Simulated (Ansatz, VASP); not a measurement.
## Pt (Pt(320)) in two plane-wave programs

Aim: how closely do two programs agree when they are given the same cell, functional and k mesh? The cell is taken from a series of runs on this material, whose earlier steps may have relaxed, scaled, displaced or heated it; both programs get it as it stands.

Calculated with Ansatz 0.2.0; plane waves, with VASP 6.6.1 beside it; single point at PBEsol.

### Step 1. The starting structure

The cell holds 24 atoms: 24 Pt. Its edges and angles: a = 3.920 Å, b = 7.334 Å, c = 28.503 Å, α = 90.0°, β = 90.0°, γ = 105.5°. Vacuum lies along c.

### Step 2. VASP: single point, PBEsol

With cell and atoms fixed, the geometry can't cause a difference; cores, projectors, grids and the points listed under the comparison can.

Lines of VASP's logs that name or quote its potential files are left out, and so is its time.

INCAR reads:

```
SYSTEM = Pt
PREC = Accurate
ENCUT = 400
EDIFF = 1E-06
NELM = 120
ISMEAR = 1
SIGMA = 0.1
LREAL = .FALSE.
ALGO = Normal
GGA = PS
NBANDS = 148
LASPH = .TRUE.
LORBIT = 11
LWAVE = .FALSE.
LCHARG = .FALSE.
ISIF = 2
LDIPOL = .TRUE.
IDIPOL = 3
DIPOL = 0.5 0.5 0.5
LVHAR = .TRUE.
GGA_COMPAT = .FALSE.
NELMDL = -8
KPAR = 4
```

POSCAR reads:

```
Pt
1.0
    3.9200000000      0.0000000000      0.0000000000
   -1.9600000000      7.0668804999      0.0000000000
    0.0000000000      0.0000000000     28.5029424229
Pt
24
Direct
    0.6922588218      0.3845176435      0.2817727091
    0.8869856352      0.7739712704      0.2981904244
    0.0772537376      0.1545074751      0.3094492884
    0.2725267134      0.5450534268      0.3316134135
    0.4676834386      0.9353668772      0.3489848046
    0.6550147850      0.3100295699      0.3742083750
    0.8461046063      0.6922092126      0.3929718782
    0.0369205171      0.0738410342      0.4099601379
    0.2311313020      0.4622626040      0.4326197829
    0.4240840497      0.8481680994      0.4505401683
    0.6151727346      0.2303454692      0.4694328136
    0.8076923076      0.6153846153      0.4904640346
    1.0000000000      0.9999999999      0.5095359670
    0.1925195730      0.3850391460      0.5305671880
    0.3836082579      0.7672165158      0.5494598332
    0.5765610056      0.1531220111      0.5673802187
    0.7707717905      0.5415435810      0.5900398636
    0.9615877013      0.9231754026      0.6070281233
    0.1526775227      0.3053550453      0.6257916266
    0.3400088690      0.6800177380      0.6510151969
    0.5351655942      0.0703311884      0.6683865881
    0.7304385700      0.4608771401      0.6905507131
    0.9207066724      0.8414133448      0.7018095772
    0.1154334858      0.2308669716      0.7182272924
```

KPOINTS reads:

```
Automatic mesh
0
Gamma
10 10 1
0 0 0
```

Potentials, in the order of the species: Pt (PBE family, release 64).

Command:

```console
$ mpirun -np 4 vasp_std
```

Numbers of over 12 decimals in the logs are rounded to 6 here.

What it wrote:

```text
[banner, memory and clock lines left out]
running    4 mpi-ranks, on    1 nodes
 distrk:  each k-point on    1 cores,    4 groups
 distr:  one band on    1 cores,    1 groups

 POSCAR found type information on POSCAR Pt
 POSCAR found :  1 types and      24 ions
|                                                                             |
|               ----> ADVICE to this user running VASP <----                  |
|                                                                             |
|     You have a (more or less) 'large supercell' and for larger cells it     |
|     might be more efficient to use real-space projection operators.         |
|     Therefore, try LREAL= Auto in the INCAR file.                           |
|     Mind: For very accurate calculation, you might also keep the            |
|     reciprocal projection scheme (i.e. LREAL=.FALSE.).                      |
|                                                                             |

|                                                                             |
|               ----> ADVICE to this user running VASP <----                  |
|                                                                             |
|     You enforced a specific xc type in the INCAR file but a different       |
|     [... a line on the potential file left out ...]
|     I HOPE YOU KNOW WHAT YOU ARE DOING!                                     |
|                                                                             |

 LDA part: xc-table for (Slater+PW92), standard interpolation
 POSCAR, INCAR and KPOINTS ok, starting setup
 FFT: planning ... GRIDC
 FFT: planning ... GRID_SOFT
 FFT: planning ... GRID
 WAVECAR not read
 entering main loop
       N       E                     dE             d eps       ncg     rms          rms(c)
DAV:   1     0.141870332899E+04    0.14187E+04   -0.97112E+04  9216   0.117E+03
DAV:   2    -0.781890508896E+02   -0.14969E+04   -0.13812E+04 10656   0.273E+02
DAV:   3    -0.166514045212E+03   -0.88325E+02   -0.79612E+02 10760   0.599E+01
DAV:   4    -0.169638028842E+03   -0.31240E+01   -0.30525E+01 11528   0.110E+01
DAV:   5    -0.169727609225E+03   -0.89580E-01   -0.89386E-01 11212   0.187E+00
DAV:   6    -0.169731515615E+03   -0.39064E-02   -0.39052E-02 12008   0.375E-01
DAV:   7    -0.169731637745E+03   -0.12213E-03   -0.12211E-03 11320   0.654E-02
DAV:   8    -0.169731643273E+03   -0.55275E-05   -0.55268E-05 11160   0.131E-02    0.550E+01
DAV:   9    -0.175356858984E+03   -0.56252E+01   -0.39722E+01 10004   0.289E+01    0.525E+01
DAV:  10    -0.198438783420E+03   -0.23082E+02   -0.59876E+01 11368   0.590E+01    0.496E+01
DAV:  11    -0.192967721229E+03    0.54711E+01   -0.56407E+01  9988   0.462E+01    0.473E+01
DAV:  12    -0.167404362245E+03    0.25563E+02   -0.25880E+01  9652   0.242E+01    0.221E+01
DAV:  13    -0.165763676810E+03    0.16407E+01   -0.27414E+01  9728   0.267E+01    0.244E+01
DAV:  14    -0.159762788003E+03    0.60009E+01   -0.93905E+00  9560   0.143E+01    0.114E+01
[...]
DAV:  36    -0.158715806694E+03   -0.16081E-04   -0.16955E-06  6812   0.473E-03    0.205E-03
DAV:  37    -0.158715814746E+03   -0.80523E-05   -0.42604E-07  6048   0.186E-03    0.172E-03
DAV:  38    -0.158715819546E+03   -0.47997E-05   -0.12943E-07  5812   0.114E-03    0.133E-03
DAV:  39    -0.158715828722E+03   -0.91766E-05   -0.55868E-07  6224   0.187E-03    0.362E-03
DAV:  40    -0.158715834718E+03   -0.59958E-05   -0.13797E-07  5780   0.103E-03    0.192E-03
DAV:  41    -0.158715839086E+03   -0.43678E-05   -0.15221E-07  5832   0.912E-04    0.543E-04
DAV:  42    -0.158715840654E+03   -0.15684E-05   -0.50075E-08  5812   0.405E-04    0.348E-04
DAV:  43    -0.158715841264E+03   -0.60989E-06   -0.32306E-08  5612   0.326E-04
   1 F= -.15871584E+03 E0= -.15871324E+03  d E =-.779245E-02
```

From OUTCAR (step 2):

```text
ion  position               nearest neighbor table
   1  0.692  0.385  0.282-   3 2.67   3 2.67   4 2.67   4 2.67   6 2.69   2 2.79
   2  0.887  0.774  0.298-   5 2.69   5 2.69   3 2.71   4 2.71   4 2.71   7 2.76   1 2.79
   3  0.077  0.155  0.309-   1 2.67   1 2.67   2 2.71   5 2.74   5 2.74   4 2.83   6 2.91   6 2.91
                             8 2.92
   4  0.273  0.545  0.332-   1 2.67   1 2.67   2 2.71   2 2.71   5 2.80   7 2.83   7 2.83   3 2.83
                             6 2.84   6 2.84   9 2.94
   5  0.468  0.935  0.349-   2 2.69   2 2.69   3 2.74   3 2.74   6 2.74   8 2.80   8 2.80   4 2.80
                             7 2.89   7 2.89  10 2.96
   6  0.655  0.310  0.374-   1 2.69   5 2.74   7 2.75   8 2.77   8 2.77  11 2.77   9 2.79   9 2.79
                             4 2.84   4 2.84   3 2.91   3 2.91
   7  0.846  0.692  0.393-   8 2.74   6 2.75   2 2.76  10 2.78  10 2.78   9 2.79   9 2.79   4 2.83
                             4 2.83  12 2.83   5 2.89   5 2.89
   8  0.037  0.074  0.410-   7 2.74   6 2.77   6 2.77  10 2.78  10 2.78   5 2.80   5 2.80  11 2.82
                            11 2.82   9 2.82  13 2.89   3 2.92
   9  0.231  0.462  0.433-  11 2.76  11 2.76  10 2.77  12 2.78  12 2.78   7 2.79   7 2.79   6 2.79
                             6 2.79   8 2.82  14 2.84   4 2.94
  10  0.424  0.848  0.451-  11 2.75   9 2.77   8 2.78   8 2.78   7 2.78   7 2.78  13 2.80  13 2.80
                            12 2.80  12 2.80  15 2.88   5 2.96
  11  0.615  0.230  0.469-  10 2.75   9 2.76   9 2.76   6 2.77  12 2.79  13 2.79  13 2.79   8 2.82
                             8 2.82  14 2.84  14 2.84  16 2.84
  12  0.808  0.615  0.490-  13 2.77   9 2.78   9 2.78  11 2.79  14 2.79  14 2.79  15 2.80  15 2.80
                            10 2.80  10 2.80   7 2.83  17 2.89
  13  0.000  1.000  0.510-  12 2.77  16 2.78  16 2.78  14 2.79  11 2.79  11 2.79  10 2.80  10 2.80
                            15 2.80  15 2.80  18 2.83   8 2.89
  14  0.193  0.385  0.531-  15 2.75  16 2.76  16 2.76  19 2.77  13 2.79  12 2.79  12 2.79  17 2.82
                            17 2.82  11 2.84  11 2.84   9 2.84
  15  0.384  0.767  0.549-  14 2.75  16 2.77  17 2.78  17 2.78  18 2.78  18 2.78  12 2.80  12 2.80
                            13 2.80  13 2.80  10 2.88  20 2.96
  16  0.577  0.153  0.567-  14 2.76  14 2.76  15 2.77  13 2.78  13 2.78  18 2.79  18 2.79  19 2.79
                            19 2.79  17 2.82  11 2.84  21 2.94
  17  0.771  0.542  0.590-  18 2.74  19 2.77  19 2.77  15 2.78  15 2.78  20 2.80  20 2.80  14 2.82
                            14 2.82  16 2.82  12 2.89  22 2.92
  18  0.962  0.923  0.607-  17 2.74  19 2.75  23 2.76  15 2.78  15 2.78  16 2.79  16 2.79  21 2.83
                            21 2.83  13 2.83  20 2.89  20 2.89
  19  0.153  0.305  0.626-  24 2.69  20 2.74  18 2.75  17 2.77  17 2.77  14 2.77  16 2.79  16 2.79
                            21 2.84  21 2.84  22 2.91  22 2.91
  20  0.340  0.680  0.651-  23 2.69  23 2.69  22 2.74  22 2.74  19 2.74  17 2.80  17 2.80  21 2.80
                            18 2.89  18 2.89  15 2.96
  21  0.535  0.070  0.668-  24 2.67  24 2.67  23 2.71  23 2.71  20 2.80  18 2.83  18 2.83  22 2.83
                            19 2.84  19 2.84  16 2.94
  22  0.730  0.461  0.691-  24 2.67  24 2.67  23 2.71  20 2.74  20 2.74  21 2.83  19 2.91  19 2.91
                            17 2.92
  23  0.921  0.841  0.702-  20 2.69  20 2.69  22 2.71  21 2.71  21 2.71  18 2.76  24 2.79
  24  0.115  0.231  0.718-  22 2.67  22 2.67  21 2.67  21 2.67  19 2.69  23 2.79

  LATTYP: Found a base centered orthorhombic cell.
 ALAT       =     3.9200000000
 B/A-ratio  =     3.6055512755
 C/A-ratio  =     7.2711587814

 Subroutine GETGRP returns: Found  4 space group operations
 (whereof  2 operations were pure point group operations)

The static configuration has the point symmetry C_1h.
 The point group associated with its full space group is C_2h.

 Found     31 irreducible k-points:

   k-points           NKPTS =     31   k-points in BZ     NKDIM =     31   number of bands    NBANDS=    148

   dimension x,y,z NGX =    28 NGY =   48 NGZ =  192
   dimension x,y,z NGXF=    56 NGYF=   96 NGZF=  384

   ENCUT  =  400.0 eV  29.40 Ry    5.42 a.u.   6.39 11.96 46.48*2*pi/ulx,y,z

   NELECT =     240.0000    total number of electrons

 k-points in reciprocal lattice and weights: Automatic mesh
   0.00000000  0.00000000  0.00000000       0.010
   0.10000000  0.00000000  0.00000000       0.040
   0.20000000  0.00000000  0.00000000       0.040
   0.30000000  0.00000000  0.00000000       0.040
   0.40000000  0.00000000  0.00000000       0.040
   0.50000000  0.00000000  0.00000000       0.020
   0.00000000  0.10000000  0.00000000       0.020
   0.10000000  0.10000000  0.00000000       0.040
   0.20000000  0.10000000  0.00000000       0.040
[...]
0.20000000  0.40000000  0.00000000       0.020
   0.00000000  0.50000000  0.00000000       0.010

 dipolmoment           0.000000      0.000000     -0.000001 electrons x Angstroem

 average (electrostatic) potential at core
       1 -71.0383       2 -71.1668       3 -71.3283       4 -71.6513       5 -71.6719
       6 -71.8195       7 -71.7268       8 -71.6986       9 -71.7206      10 -71.6512
      11 -71.7720      12 -71.7816      13 -71.7816      14 -71.7720      15 -71.6512
      16 -71.7206      17 -71.6986      18 -71.7268      19 -71.8195      20 -71.6719
      21 -71.6513      22 -71.3283      23 -71.1668      24 -71.0383

 E-fermi :   2.0757

 k-point     1 :       0.0000    0.0000    0.0000
  band No.  band energies     occupation
    ...
    114       1.8125      2.00126
    115       1.8822      2.01964
    116       1.9536      2.07091
    117       1.9944      1.98644
    118       2.0856      0.83278
    119       2.1421      0.10662
    120       2.3376     -0.00134
    121       2.3527     -0.00064
    122       2.3735     -0.00021
    123       2.3777     -0.00017
    ...

 k-point     2 :       0.1000    0.0000    0.0000
  band No.  band energies     occupation
    ...
    113       1.8312      2.00295
    114       1.8708      2.01359
    115       1.9209      2.05097
    116       1.9725      2.05624
    117       2.0254      1.74341
    118       2.1404      0.12035
    119       2.1746     -0.04787
    120       2.2074     -0.06861
    121       2.2822     -0.01289
    122       2.2899     -0.00985
    ...

 k-point     3 :       0.2000    0.0000    0.0000
  band No.  band energies     occupation
    ...
    116       1.9894      2.00880
    117       2.0265      1.73114
    118       2.0499      1.42123
    119       2.0860      0.82690
    120       2.0948      0.68367
    121       2.1426      0.10243
    122       2.1773     -0.05338
    123       2.1966     -0.07084
    124       2.2300     -0.05144
    125       2.2877     -0.01063
    ...

  Total      -22.9425539    -29.7226358    -21.2858401      0.0000000     -0.0774624      0.0000000
  in kB      -46.5531244    -60.3107033    -43.1914584      0.0000000     -0.1571802      0.0000000
  external PRESSURE =     -50.0184287 kB  Pullay stress =       0.0000000 kB

  energy-cutoff  :      400.00
  volume of cell :      789.59
      direct lattice vectors                 reciprocal lattice vectors
     3.920000000  0.000000000  0.000000000     0.255102041  0.070752576  0.000000000
    -1.960000000  7.066880500  0.000000000     0.000000000  0.141505152  0.000000000
     0.000000000  0.000000000 28.502942423     0.000000000  0.000000000  0.035084097

 POSITION                                       TOTAL-FORCE (eV/Angst)
 -----------------------------------------------------------------------------------
      1.96000      2.71734      8.03135         0.000000      0.028483      0.691338
      1.96000      5.46956      8.49930        -0.000000     -0.075653      0.616331
      0.00000      1.09189      8.82022        -0.000000      0.077691      0.359227
     -0.00000      3.85183      9.45196        -0.000000     -0.013381      0.073185
     -0.00000      6.61013      9.94709         0.000000     -0.009400      0.073896
      1.96000      2.19094     10.66604         0.000000     -0.001899     -0.001238
      1.96000      4.89176     11.20085         0.000000     -0.001744      0.006544
      0.00000      0.52183     11.68507         0.000000     -0.005116      0.008505
      0.00000      3.26675     12.33094        -0.000000      0.002319      0.011396
      0.00000      5.99390     12.84172        -0.000000      0.000430      0.008845
      1.96000      1.62782     13.38022         0.000000      0.001169     -0.020466
      1.96000      4.34885     13.97967        -0.000000     -0.005686     -0.039336
     -1.96000      7.06688     14.52327         0.000000      0.005686      0.039336
      0.00000      2.72103     15.12273        -0.000000     -0.001169      0.020466
      0.00000      5.42183     15.66122         0.000000     -0.000430     -0.008845
      1.96000      1.08209     16.17201         0.000000     -0.002319     -0.011396
      1.96000      3.82702     16.81787         0.000000      0.005116     -0.008505
      1.96000      6.52397     17.30209        -0.000000      0.001744     -0.006544
      0.00000      2.15791     17.83690         0.000000      0.001899      0.001238
      0.00000      4.80560     18.55585         0.000000      0.009400     -0.073896
      1.96000      0.49702     19.05098         0.000000      0.013381     -0.073185
      1.96000      3.25696     19.68273         0.000000     -0.077691     -0.359227
      1.96000      5.94617     20.00364         0.000000      0.075653     -0.616331
     -0.00000      1.63151     20.47159         0.000000     -0.028483     -0.691338
 -----------------------------------------------------------------------------------
    total drift:                                0.000004     -0.000010     -0.000066

  FREE ENERGIE OF THE ION-ELECTRON SYSTEM (eV)
  ---------------------------------------------------
  free  energy   TOTEN  =      -158.7158412643 eV

  energy  without entropy=     -158.7080488155  energy(sigma->0) =     -158.71324378

 vacuum level on the upper side and lower side of the slab         7.483         7.483

 total charge
# of ion       s       p       d       tot
------------------------------------------
    1        0.638   0.366   8.082   9.087
    2        0.629   0.408   8.047   9.084
    3        0.640   0.472   7.989   9.102
    4        0.631   0.554   8.001   9.185
    5        0.630   0.553   7.992   9.175
    6        0.622   0.583   7.998   9.204
    7        0.618   0.569   8.011   9.197
    8        0.618   0.567   8.013   9.198
    9        0.619   0.578   8.017   9.214
   10        0.616   0.569   8.022   9.207
   11        0.621   0.582   8.010   9.213
   12        0.619   0.580   8.003   9.202
   13        0.619   0.580   8.003   9.202
   14        0.621   0.582   8.010   9.213
   15        0.616   0.569   8.022   9.207
   16        0.619   0.578   8.017   9.214
   17        0.618   0.567   8.013   9.198
   18        0.618   0.569   8.011   9.197
   19        0.622   0.583   7.998   9.204
   20        0.630   0.553   7.992   9.175
   21        0.631   0.554   8.001   9.185
   22        0.640   0.472   7.989   9.102
   23        0.629   0.408   8.047   9.084
   24        0.638   0.366   8.082   9.087
--------------------------------------------------
tot         15.001  12.763 192.372 220.136

[... 3 further parts left out ...]
```

[end of part 1 of 2]

[Lines on the potential files, build, host, timing and source positions are cut from VASP's logs without a mark.]

[Logs are printed without paths, hosts, clocks, repeated set-up lines and the standing remarks that a program may print on its own settings, such as how far it seeks lower states.]

[Hosts, paths, dates, database ids (printed as entryN), source tags and the programs' standing remarks are cut or masked in the printed files.]
